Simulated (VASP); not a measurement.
**WC (Qusongite) with r2SCAN: from relaxation to properties**

What structure and properties does r2SCAN give WC (Qusongite), and how near are they to the measured ones? The steps: full relaxation (r2SCAN), density, ELF and potential (r2SCAN), bands along the symmetry lines (r2SCAN), total and projected DOS (r2SCAN), zone-centre phonons (r2SCAN), optical spectrum (r2SCAN) and relaxing the atoms (r2SCAN), changed input. Left out of this account: 1 further run (relaxation: it shows nothing beyond the runs told). The start is a cell from a database of measured crystal structures.

Main program and level: VASP 6.6.1; r2SCAN; plane waves and PAW (W, C).

**Measured values to reproduce.**

“Reflectance spectral studies of spark plasma sintered tungsten carbide pellet” (2024, arxiv:2411.15754) reports for WC, hexagonal WC, by X-ray diffraction (polycrystalline pellet, spark plasma sintered, 99.996 wt% purity): lattice constant a (a of hexagonal cell) 2.906 Å; lattice constant c (c of hexagonal cell) 2.837 Å.

Report form: the programs' logs are mostly left out.

## (1) The structure

Before any relaxation, the start is as follows. Symmetry: P-6m2, No. 187, hexagonal system. The conventional cell has a = 2.907 Å, b = 2.907 Å, c = 2.837 Å, α = 90.00°, β = 90.00°, γ = 120.00°. Nearest to W lie 6 C at 2.20 Å. C has 6 W at 2.20 Å nearest. Farther neighbours are not listed.

Coordinates:

```
W C
1.0
     2.90650    0.00000    0.00000
    -1.45325    2.51710    0.00000
     0.00000    0.00000    2.83660
W C
1 1
Direct
  0.00000 0.00000 0.00000
  0.66667 0.33333 0.50000
```

## (2) Full relaxation (r2SCAN)

The start need not lie at this functional's minimum. ISIF = 3 frees volume, shape and positions, and EDIFFG sets the threshold on forces and stress at which the search stops. r2SCAN adds the kinetic-energy density, costs more than a GGA and is run with LASPH.

Input file INCAR:

```
SYSTEM = WC
PREC = Accurate
ENCUT = 520
EDIFF = 1E-06
NELM = 100
ISMEAR = 0
SIGMA = 0.05
LREAL = .FALSE.
ALGO = Normal
METAGGA = R2SCAN
LASPH = .TRUE.
NBANDS = 11
LORBIT = 11
LWAVE = .FALSE.
LCHARG = .FALSE.
KPAR = 2
IBRION = 2
NSW = 60
ISIF = 3
EDIFFG = -0.01
```

Input file POSCAR:

```
WC
1.0
    2.9065000000      0.0000000000      0.0000000000
   -1.4532500000      2.5171028361      0.0000000000
    0.0000000000      0.0000000000      2.8366000000
W C
1 1
Direct
    0.0000000000      0.0000000000      0.0000000000
    0.6666666667      0.3333333333      0.5000000000
```

Input file KPOINTS:

```
Automatic mesh
0
Gamma
9 9 8
0 0 0
```

PAW data sets: W and C (PBE family, release 64).

Launch:

```
mpirun -np 2 vasp_std
```

Elapsed: 74 s, on 2 MPI ranks of Intel Xeon Platinum 8259CL at 2.50GHz (Skylake/Cascade Lake), shared host; peak memory 0.29 GiB.

The k-mesh is coarse for a metal. The PAW data sets were made with PBE, which is usual practice but a small mismatch for other functionals. The data set W keeps the semicore shell frozen, which is cheaper and a little less accurate. The run keeps the 12 symmetry operations of its start, so it cannot find a distortion of lower symmetry.

Little changed from the start: no atom moved by 0.005 Å and no cell edge by 0.1 %.

This step gave:

```yaml
electrons: 10
bands: 11
irreducible_k_points: 60
symmetry_operations: 12
free_energy_toten: -61.7417 eV
energy_at_zero_smearing: -61.7415 eV
fermi_energy: 8.141 eV
pressure: -0.009928 GPa
metallic: yes
scf_cycles_over_all_ionic_steps: 32
```

It ends with forces that vanish by symmetry and a pressure of -0.01 GPa. The volume lies +0.1 % from that of the database's start.

## (3) Density, ELF and potential (r2SCAN)

The relaxed cell gets a fresh self-consistent run, on a basis set for its own volume, to fix the density and to check the remaining stress.

Changes to INCAR since step 2:

```diff
@@ -14,7 +14,5 @@
 LWAVE = .FALSE.
-LCHARG = .FALSE.
-KPAR = 2
-IBRION = 2
-NSW = 60
-ISIF = 3
-EDIFFG = -0.01
+LCHARG = .TRUE.
+ISIF = 2
+LELF = .TRUE.
+LVHAR = .TRUE.
```

Input file POSCAR:

```
WC
1.0
    2.9087397770      0.0000000000      0.0000000000
   -1.4543698885      2.5190425399      0.0000000000
    0.0000000000      0.0000000000      2.8351408906
W C
1 1
Direct
    0.0000000000      0.0000000000      0.0000000000
    0.6666666667      0.3333333333      0.5000000000
```

KPOINTS is that of step 2.

Launch:

```
mpirun -np 2 vasp_std
```

The job ended after 25 s (2 MPI ranks; peak memory 0.26 GiB; 39 s of CPU time).

Numbers from this step:

```yaml
scf_cycles: 12
bands: 12
pressure: -0.005780 GPa
```

Valence electrons inside each PAW sphere by angular momentum. Sphere charges, by row:

| atom | s (e) | p (e) | d (e) | tot (e) |
| --- | --- | --- | --- | --- |
| W1 | 0.613 | 0.892 | 4.37 | 5.875 |
| C2 | 0.872 | 1.563 | 0 | 2.435 |

Electrostatic potential energy in the ac plane at fractional y = 0.000, with atoms of W within 0.2 Å of it. With pseudopotentials it is smooth inside the atoms' cores, unlike the true potential.

Values in eV, 15 rows by 15 columns:
```
-33 -33 -30 -25 -18 -12  -6  -2  -2  -6 -12 -18 -25 -30 -33
-31 -30 -27 -22 -16 -10  -5  -2  -2  -4 -10 -16 -22 -27 -30
-26 -25 -22 -18 -13  -7  -3  -1  -1  -3  -7 -13 -18 -22 -25
-20 -19 -17 -13  -9  -4  -2  -1  -1  -2  -4  -9 -13 -17 -19
-13 -13 -11  -8  -5  -2  -1  -1  -1  -1  -2  -5  -8 -11 -13
 -7  -7  -5  -3  -2  -1  -1  -2  -2  -2  -1  -1  -3  -5  -7
 -4  -3  -2  -1  -1  -1  -2  -3  -2  -2  -1  -1  -1  -2  -3
 -4  -3  -2  -1  -1  -1  -2  -3  -2  -2  -1  -1  -1  -2  -3
 -7  -7  -5  -3  -2  -1  -1  -2  -2  -2  -1  -1  -3  -5  -7
-13 -13 -11  -8  -5  -2  -1  -1  -1  -1  -2  -5  -8 -11 -13
-20 -19 -17 -13  -9  -4  -2  -1  -1  -2  -4  -9 -13 -17 -19
-26 -25 -22 -18 -13  -7  -3  -1  -1  -3  -7 -13 -18 -22 -25
-31 -30 -27 -22 -16 -10  -5  -2  -2  -4 -10 -16 -22 -27 -30
-33 -33 -30 -25 -18 -12  -6  -2  -2  -6 -12 -18 -25 -30 -33
-33 -33 -31 -26 -19 -12  -6  -3  -3  -6 -12 -19 -26 -31 -33
```
Columns run along a (2.9 Å; values clipped at the 3rd and 97th percentile), rows up along c (2.8 Å). Atoms in or near the plane, at fractional coordinates: W at (0.00, 0.00).

Valence density in the ac plane at fractional y = 0.000, with atoms of W within 0.2 Å of it. It is the smooth field of the valence electrons, not physical close to the nuclei.

Ten even steps from '_' (0.32 e/Å³) to '@' (0.89 e/Å³):
```
%%##++==--..________..--==++##
**++====::..________..::====++
++++==--::..________..::--==++
====--::................::--==
::::........::::::::........::
________..::::----::::..______
________..::--------::..______
________..::--------::..______
________..::::----::::..______
::::........::::::::........::
====--::................::--==
++++==--::..________..::--==++
**++====::..________..::====++
%%##++==--..________..--==++##
@@%%**++==::________::==++**%%
```
Columns run along a (2.9 Å), rows up along c (2.8 Å). Atoms in or near the plane, at fractional coordinates: W at (0.00, 0.00).

ELF in the ac plane at fractional y = 0.000, with atoms of W within 0.2 Å of it. It is the smooth field of the valence electrons, not physical close to the nuclei.

Ten even steps from '0' (0.00) to '9' (0.66):
```
000023455432000
000023466432000
000134577543100
122345788754322
333457899875433
444579999997544
556789999998765
556789999998765
444579999997544
333457899875433
122345788754322
000134577543100
000023466432000
000023455432000
000023455432000
```
Columns run along a (2.9 Å), rows up along c (2.8 Å). Atoms in or near the plane, at fractional coordinates: W at (0.00, 0.00).

In this run the pressure is -0.01 GPa, small enough to go on.

## (4) Bands along the symmetry lines (r2SCAN)

Levels along the symmetry lines show where the bands peak and cross; KPOINTS_OPT computes them in the converged potential.

Input file INCAR:

```
SYSTEM = WC
PREC = Accurate
ENCUT = 520
EDIFF = 1E-06
NELM = 100
ISMEAR = 0
SIGMA = 0.05
LREAL = .FALSE.
ALGO = Normal
METAGGA = R2SCAN
LASPH = .TRUE.
NBANDS = 17
LORBIT = 11
LWAVE = .FALSE.
LCHARG = .FALSE.
KPAR = 2
```

POSCAR is that of step 3.

KPOINTS is that of step 3.

Input file KPOINTS_OPT:

```
Line mode
16
Line-mode
Reciprocal
  0.00000000   0.00000000   0.00000000 GAMMA
  0.50000000   0.00000000   0.00000000 M

  0.50000000   0.00000000   0.00000000 M
  0.33333333   0.33333333   0.00000000 K

  0.33333333   0.33333333   0.00000000 K
  0.00000000   0.00000000   0.00000000 GAMMA

  0.00000000   0.00000000   0.00000000 GAMMA
  0.00000000   0.00000000   0.50000000 A

  0.00000000   0.00000000   0.50000000 A
  0.50000000   0.00000000   0.50000000 L

  0.50000000   0.00000000   0.50000000 L
  0.33333333   0.33333333   0.50000000 H

  0.33333333   0.33333333   0.50000000 H
  0.00000000   0.00000000   0.50000000 A

  0.50000000   0.00000000   0.50000000 L
  0.50000000   0.00000000   0.00000000 M

  0.33333333   0.33333333   0.00000000 K
  0.33333333   0.33333333   0.50000000 H
```

Launch:

```
mpirun -np 2 vasp_std
```

Run time: 59 s. Hardware: 2 MPI ranks; peak memory 0.32 GiB.

Spin-orbit coupling is off here; with elements this heavy it splits and shifts levels by tenths of an eV or more.

This step gave:

| Property | Result |
| --- | --- |
| bands | 17 |
| pressure | -0.008951 GPa |

Electronic bands along the path, in eV, zero at the Fermi level; # counts the bands kept:

| point | #1 | #2 | #3 | #4 | #5 | #6 | #7 | #8 |
| --- | --- | --- | --- | --- | --- | --- | --- | --- |
| Γ | -4.45 | -3.46 | -3.46 | 0.18 | 3.36 | 3.36 | 6.00 | 6.00 |
| 0.53 of the way | -5.89 | -3.32 | -2.53 | -1.90 | 2.84 | 3.90 | 5.09 | 6.40 |
| M | -7.32 | -3.72 | -3.67 | -0.46 | 2.46 | 4.71 | 5.08 | 7.36 |
| 0.53 of the way | -7.09 | -4.07 | -3.62 | -0.08 | 1.37 | 3.26 | 4.43 | 8.79 |
| K | -6.80 | -4.69 | -3.56 | 0.73 | 1.03 | 2.19 | 3.45 | 9.69 |
| 0.47 of the way | -6.18 | -3.19 | -2.82 | -1.77 | 2.26 | 3.36 | 5.21 | 7.32 |
| Γ | -4.45 | -3.46 | -3.46 | 0.18 | 3.36 | 3.36 | 6.00 | 6.00 |
| 0.47 of the way | -5.66 | -2.88 | -2.88 | 0.87 | 0.89 | 0.89 | 6.43 | 6.43 |
| A | -8.94 | -2.08 | -2.08 | -0.57 | -0.57 | 3.84 | 4.90 | 4.90 |
| 0.47 of the way | -7.46 | -3.38 | -3.12 | -1.82 | 1.21 | 4.95 | 5.30 | 7.21 |
| L | -6.68 | -4.47 | -4.36 | 0.27 | 4.56 | 5.44 | 7.01 | 9.66 |
| 0.53 of the way | -6.60 | -6.09 | -2.33 | -0.51 | 5.01 | 6.31 | 6.69 | 10.25 |
| H | -7.39 | -5.64 | -1.72 | -0.70 | 4.56 | 6.64 | 7.90 | 9.83 |
| 0.53 of the way | -7.05 | -4.44 | -2.51 | -2.08 | 1.98 | 5.11 | 5.33 | 7.88 |
| A | -8.94 | -2.08 | -2.08 | -0.57 | -0.57 | 3.84 | 4.90 | 4.90 |
| jump to L | -6.68 | -4.47 | -4.36 | 0.27 | 4.56 | 5.44 | 7.01 | 9.66 |
| 0.47 of the way | -7.39 | -4.21 | -3.24 | -0.83 | 3.93 | 4.21 | 6.97 | 7.06 |
| M | -7.32 | -3.72 | -3.67 | -0.46 | 2.46 | 4.71 | 5.08 | 7.36 |
| jump to K | -6.80 | -4.69 | -3.56 | 0.73 | 1.03 | 2.19 | 3.45 | 9.69 |
| 0.53 of the way | -6.33 | -4.98 | -4.34 | -0.83 | 3.26 | 5.75 | 6.16 | 8.34 |
| H | -7.39 | -5.64 | -1.72 | -0.70 | 4.56 | 6.64 | 7.90 | 9.83 |

Of the projections kept (W, C), the largest for each band there; the rest of the weight can lie on other orbitals:

| point | #1 | #2 | #3 | #4 | #5 | #6 | #7 | #8 |
| --- | --- | --- | --- | --- | --- | --- | --- | --- |
| Γ | W 1.00 | W 0.77 | W 0.77 | C 0.73 | W 1.00 | W 1.00 | W 0.50 | W 0.50 |
| M | W 0.68 | W 0.70 | W 0.99 | C 0.66 | W 1.00 | W 0.98 | W 0.84 | W 0.57 |
| K | W 0.78 | W 0.71 | W 0.66 | W 1.00 | W 0.75 | W 0.85 | W 0.88 | W 0.61 |
| Γ | W 1.00 | W 0.77 | W 0.77 | C 0.73 | W 1.00 | W 1.00 | W 0.50 | W 0.50 |
| A | W 0.80 | W 0.70 | W 0.70 | W 1.00 | W 1.00 | W 0.79 | W 0.53 | W 0.53 |
| L | W 0.79 | W 0.71 | C 0.51 | W 0.83 | W 1.00 | W 1.00 | W 0.68 | W 0.56 |

There is no gap at this level.

## (5) Total and projected DOS (r2SCAN)

A density of states needs more k-points than a total energy; ISMEAR = -5 takes tetrahedra, and LORBIT projects the states on the PAW spheres. The mesh is finer than in the run before.

Changes to INCAR since step 4:

```diff
@@ -5,3 +5,3 @@
 NELM = 100
-ISMEAR = 0
+ISMEAR = -5
 SIGMA = 0.05
@@ -16 +16,2 @@
 KPAR = 2
+NEDOS = 2001
```

POSCAR is that of step 4.

Input file KPOINTS:

```
Automatic mesh
0
Gamma
13 13 12
0 0 0
```

Launch:

```
mpirun -np 2 vasp_std
```

It took 68 s on 2 MPI ranks; peak memory 0.35 GiB; 1.9 min of CPU time.

With tetrahedra the forces and stress of a metal are not exact derivatives of the energy.

Numbers from this step:

```
irreducible k-points   : 147
Fermi energy           : 8.113 eV
pressure               : -0.08116 GPa
DOS at the Fermi level : 0.2502 states/eV/cell
```

The density of states has structure finer than the step of the table below, so its rows give means over 1 eV, whole bins alone (the curve runs from -12.0 to 7.93 eV). Peaks (eV: height): total -11.7: 3.66, -2.7: 2.13, -1.6: 2.13, 4.3: 2.09; W d -11.7: 1.00, -2.7: 1.08, -1.6: 1.45, 4.3: 1.44; C p -6.7: 0.398, -4.2: 0.373, -2.7: 0.518, 6.2: 0.269; W p -11.7: 0.277, -4.2: 0.175, -3.3: 0.180, -0.9: 0.174; W s -11.8: 0.117, -6.7: 0.267, -4.2: 0.0614, 7.0: 0.0524.

States under -12.0 eV and over 7.9 eV are left out. Table of density of states by energy, zero at the Fermi level; means over each step; values in states/eV/cell:

| energy (eV) | total | W d | C p | W p | W s | C s |
| --- | --- | --- | --- | --- | --- | --- |
| -11 | 0.152 | 0.0298 | 3.2e-4 | 0.0204 | 0.00410 | 0.0669 |
| -10 | 0 | 0 | 0 | 0 | 0 | 0 |
| -9 | 0.00414 | 7.8e-4 | 7.2e-4 | 1.3e-4 | 0.00178 | 8.5e-5 |
| -8 | 0.0588 | 0.0126 | 0.0107 | 0.00370 | 0.0213 | 0.00133 |
| -7 | 1.06 | 0.415 | 0.210 | 0.0716 | 0.157 | 0.0148 |
| -6 | 0.812 | 0.357 | 0.165 | 0.0634 | 0.0734 | 0.0139 |
| -5 | 0.748 | 0.358 | 0.162 | 0.0590 | 0.0329 | 0.00975 |
| -4 | 1.36 | 0.682 | 0.286 | 0.121 | 0.0423 | 0.0138 |
| -3 | 1.74 | 0.852 | 0.418 | 0.161 | 0.0210 | 0.00625 |
| -2 | 0.820 | 0.474 | 0.142 | 0.0713 | 0.0144 | 0.00183 |
| -1 | 1.22 | 0.751 | 0.140 | 0.140 | 0.0217 | 0.00370 |
| 0 | 0.272 | 0.178 | 0.0284 | 0.0287 | 0.00348 | 7.1e-4 |
| 1 | 0.252 | 0.226 | 0.00462 | 0.00368 | 9.2e-4 | 2.1e-4 |
| 2 | 0.675 | 0.572 | 0.0261 | 0.0158 | 0.00372 | 0.00330 |
| 3 | 0.702 | 0.533 | 0.0590 | 0.0215 | 0.0101 | 0.00706 |
| 4 | 1.47 | 0.996 | 0.183 | 0.0381 | 0.0286 | 0.0350 |
| 5 | 1.22 | 0.911 | 0.113 | 0.0289 | 0.0140 | 0.0306 |
| 6 | 1.31 | 0.757 | 0.207 | 0.0423 | 0.0191 | 0.0872 |
| 7 | 1.12 | 0.577 | 0.216 | 0.0449 | 0.0374 | 0.0619 |

The finer mesh and the other smearing move the Fermi level by -0.03 eV from the 9×9×8 run, a small shift, which tests the Fermi level alone. Of the states within 0.3 eV of the Fermi level, the largest shares in the PAW spheres are W d 67 %, W p 10 % and C p 10 %. The rest lies in smaller channels or between the spheres.

## (6) Zone-centre phonons (r2SCAN)

Zone-centre modes test whether the atoms sit at a minimum within this cell. IBRION = 6 takes the force constants from differences of forces between displaced cells, so the forces must be tight.

Input file INCAR:

```
SYSTEM = WC
PREC = Accurate
ENCUT = 520
EDIFF = 1E-08
NELM = 100
ISMEAR = 1
SIGMA = 0.2
LREAL = .FALSE.
ALGO = Normal
METAGGA = R2SCAN
LASPH = .TRUE.
NBANDS = 11
LORBIT = 11
LWAVE = .FALSE.
LCHARG = .FALSE.
KPAR = 2
IBRION = 6
NFREE = 2
POTIM = 0.015
ISIF = 2
NSW = 1
```

POSCAR is that of step 5.

Input file KPOINTS:

```
Automatic mesh
0
Gamma
15 15 14
0 0 0
```

Launch:

```
mpirun -np 2 vasp_std
```

The job ended after 16 min (2 MPI ranks; peak memory 0.94 GiB; 28 min of CPU time).

The last energy, forces, stress and levels in OUTCAR belong to the last displaced cell, not to the cell of POSCAR.

Numbers from this step:

| Property | Result |
| --- | --- |
| bands | 11 |
| irreducible k-points | 216 |
| pressure of the cell | -0.2034 GPa |
| largest force of the cell | 0 eV/Å |

The modes at Γ (shares of kinetic energy by element, %):

| mode | frequency (cm⁻¹) | symmetry | W % | C % |
| --- | --- | --- | --- | --- |
| 1 | 0.0 | acoustic | 94 | 6 |
| 2 | 0.0 | acoustic | 94 | 6 |
| 3 | 0.0 | acoustic | 94 | 6 |
| 4 | 570.4 | A2'' | 6 | 94 |
| 5 | 625.4 | E' | 6 | 94 |
| 6 | 625.4 | E' | 6 | 94 |

Displacements in mode 4 (570.4 cm⁻¹), the largest set to 1:
```
W1   0.00  0.00 -0.07
C2   0.00  0.00  1.00
```

Displacements in mode 5 (625.4 cm⁻¹), the largest set to 1:
```
W1  -0.07  0.00  0.00
C2   1.00  0.00  0.00
```

The three acoustic modes come out at zero, and all others are real. By the characters of their eigenvectors the optical modes sort into (cm⁻¹) Raman active: E' 625; infrared active: A2'' 570, E' 625.

## (7) Optical spectrum (r2SCAN)

LOPTICS sums transitions from filled to empty bands. NBANDS is raised for it.

Input file INCAR:

```
SYSTEM = WC
PREC = Accurate
ENCUT = 520
EDIFF = 1E-06
NELM = 100
ISMEAR = 0
SIGMA = 0.05
LREAL = .FALSE.
ALGO = Normal
METAGGA = R2SCAN
LASPH = .TRUE.
NBANDS = 21
LORBIT = 11
LWAVE = .FALSE.
LCHARG = .FALSE.
KPAR = 2
LOPTICS = .TRUE.
NEDOS = 1500
CSHIFT = 0.1
```

POSCAR is that of step 6.

Input file KPOINTS:

```
Automatic mesh
0
Gamma
13 13 12
0 0 0
```

Launch:

```
mpirun -np 2 vasp_std
```

Elapsed: 68 s, on 2 MPI ranks; peak memory 0.47 GiB; 2.2 min of CPU time.

These are independent-particle spectra without excitons or local fields, and fine structure depends on the mesh and on CSHIFT. The intraband (Drude) part is not in this spectrum.

This step gave:

```
bands                   : 21
irreducible k-points    : 147
free energy (TOTEN)     : -61.7410 eV
energy at zero smearing : -61.7406 eV
Fermi energy            : 8.152 eV
pressure                : -0.1700 GPa
```

The imaginary dielectric function has structure finer than the step of the table below, so its rows give means over 1 eV, whole bins alone (the curve runs from 0 to 25.0 eV). Peaks (eV: height): xx 0.9: 11.1, 1.5: 10.2, 2.2: 16.8, 3.7: 20.9, 4.7: 19.5, 7.6: 14.9; zz 1.2: 21.9, 1.9: 17.7, 2.9: 29.2, 3.6: 26.1, 6.2: 17.8, 7.7: 20.6.

The imaginary dielectric function by photon energy; means over each step:

| photon energy (eV) | xx | zz |
| --- | --- | --- |
| 1 | 7.27 | 7.31 |
| 2 | 10.5 | 13.2 |
| 3 | 15.7 | 22.6 |
| 4 | 17.9 | 18.7 |
| 5 | 15.7 | 13.7 |
| 6 | 10.3 | 14.9 |
| 7 | 10.9 | 12.3 |
| 8 | 12.6 | 15.3 |
| 9 | 10.4 | 6.20 |
| 10 | 6.57 | 4.33 |
| 11 | 5.06 | 3.42 |
| 12 | 4.51 | 4.13 |
| 13 | 2.63 | 4.49 |
| 14 | 1.66 | 4.09 |
| 15 | 2.13 | 2.98 |
| 16 | 2.24 | 2.95 |
| 17 | 2.39 | 1.71 |
| 18 | 1.88 | 1.18 |
| 19 | 1.75 | 1.43 |
| 20 | 1.08 | 1.11 |
| 21 | 1.13 | 1.16 |
| 22 | 0.968 | 1.14 |
| 23 | 0.741 | 0.883 |
| 24 | 0.720 | 0.854 |

Table of real dielectric function by photon energy:

| photon energy (eV) | xx | zz |
| --- | --- | --- |
| 0 | 24.7 | 25.3 |
| 1 | 21.7 | 34.3 |
| 2 | 25.1 | 21.3 |
| 3 | 17.1 | 13.1 |
| 4 | 6.80 | 2.10 |
| 5 | 0.188 | 6.38 |
| 6 | 2.20 | 5.25 |
| 7 | 3.69 | 1.17 |
| 8 | 0.0621 | -7.57 |
| 9 | -4.58 | -5.94 |
| 10 | -4.23 | -3.18 |
| 11 | -2.61 | -1.80 |
| 12 | -3.04 | -0.387 |
| 13 | -3.37 | -1.46 |
| 14 | -1.82 | -1.76 |
| 15 | -0.676 | -2.07 |
| 16 | -0.458 | -1.90 |
| 17 | -1.07 | -2.43 |
| 18 | -1.01 | -1.11 |
| 19 | -1.36 | -0.986 |
| 20 | -1.07 | -1.10 |
| 21 | -0.491 | -0.712 |
| 22 | -0.903 | -0.794 |
| 23 | -0.612 | -0.854 |
| 24 | -0.341 | -0.473 |

## (8) Relaxing the atoms (r2SCAN), changed input

This run is made with a changed input; what comes of it follows.

Input file INCAR:

```
SYSTEM = WC
PREC = Accurate
ENCUT = 520
EDIFF = 1E-06
NELM = 89
ISMEAR = 0
SIGMA = 0.05
LREAL = .FALSE.
ALGO = Damped
METAGGA = R2SCAN
LASPH = .TRUE.
NBANDS = 11
LORBIT = 11
LWAVE = .FALSE.
LCHARG = .FALSE.
KPAR = 2
IBRION = 2
NSW = 30
ISIF = 2
EDIFFG = -0.01
TIME = 4
```

POSCAR is that of step 7.

Input file KPOINTS:

```
Automatic mesh
0
Gamma
9 9 8
0 0 0
```

Launch:

```
mpirun -np 2 vasp_std
```

The job ended after 1.9 min (2 MPI ranks; peak memory 0.3 GiB).

The electronic loop ended without reaching EDIFF, so its numbers are not used.

The fault in the input: damping step far too long (ALGO = "Damped" and TIME = 4.0). Lower TIME to 0.4 or under.

## (9) Outcome

```yaml
relaxed_volume: 10.39 Å³/atom
relaxed_conventional_cell_a_b_c: 2.909, 2.909, 2.835 Å; angles 90.0, 90.0, 120.0°
space_group_after_relaxing_within_0p02_a: P-6m2 (No. 187)
band_gap: none, a metal
dos_at_the_fermi_level: 0.250 states/eV/cell
highest_zone_centre_mode: 625 cm⁻¹
```

With r2SCAN, WC (Qusongite) relaxes to 10.39 Å³/atom in space group P-6m2 (held by the symmetry of the run) and comes out as a metal. Against the listed cell the volume lies +0.1 % (a +0.1 %, c -0.1 %). Bands along the symmetry lines (r2SCAN): Of the bands kept, 2 cross the Fermi level on this path. Zone-centre phonons (r2SCAN): The highest mode in this list at Γ, 625.4 cm⁻¹, is mostly motion of C (94 % of the kinetic energy). Spin-orbit coupling is left out, and with elements this heavy it would split and shift bands near the Fermi level. Modes at Γ alone can't show that the crystal is stable at other wave vectors. No search among competing phases was made, and a listed structure need not be the one stable at ambient conditions. All values are for a static lattice at zero temperature.

Calculation against experiment:

| quantity | measured | r2SCAN |
| --- | --- | --- |
| lattice constant a (Å) | 2.906 | 2.909 (+0.1 %) |
| lattice constant c (Å) | 2.837 | 2.835 (-0.1 %) |

Measured values from arxiv:2411.15754 (2024).

**Verdict.** The lattice constant a is off by +0.1 %: good agreement. The lattice constant c is off by -0.1 %: good agreement. The grades are ours: good and fair within 0.7 and 1.5 % for the lattice constant a and 0.8 and 2 % for the lattice constant c. For lattice constants the calculation has a static lattice, without zero-point motion or thermal expansion.

[Lines on the potential files, build, host, timing and source positions are cut from VASP's logs without a mark.]

[Logs are printed without paths, hosts, clocks, repeated set-up lines and the standing remarks that a program may print on its own settings, such as how far it seeks lower states.]

[Hosts, paths, dates, database ids (printed as entryN), source tags and the programs' standing remarks are cut or masked in the printed files.]

[A measured line is paired with the nearest computed mode of its activity, which favours agreement.]
